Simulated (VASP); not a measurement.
```
CELL_PARAMETERS angstrom
      3.98000     0.00000     0.00000
      0.00000     3.98000     0.00000
      0.00000     0.00000     5.02000
ATOMIC_POSITIONS crystal
  Pb 0.50000 0.00000 0.76500
  Pb 0.00000 0.50000 0.23500
  O  0.50000 0.50000 0.00000
  O  0.00000 0.00000 0.00000
```

The base run (VASP): PBE GGA, plane waves, VASP's PBE PAW potentials (set 64). Numerical set-up: 520 eV cut-off, 5×5×4 Γ-centred mesh, Gaussian smearing of 0.050 eV, potentials Pb_d O.

The base run took about 20 core-seconds. Times come from single runs on busy shared machines, so they are rough: good to a factor of about 2.

Pressures at a finite cut-off, here 520 eV, hold a Pulay part, which wasn't tested here.

| setting | cost over the base run | electronic steps | pressure (GPa) |
|---|---|---|---|
| GGA = 91 | within a factor of 2 | 15 | 4.59 |
| IVDW = 13 | within a factor of 2 | 15 | 2.76 |
| GGA = RE | within a factor of 2 | 15 | 6.65 |
| GGA = PS | within a factor of 2 | 15 | 0.81 |
| GGA = AM | within a factor of 2 | 15 | 1.49 |
| base run | reference | 15 | 4.73 |
| GGA removed, LMIXTAU = .TRUE., METAGGA = SCAN | about 3 times | 20 | 1.22 |

Left out are runs that failed, have no time on record or changed the cell.

The compound is PbO in the litharge structure. The cell was not relaxed at this level.
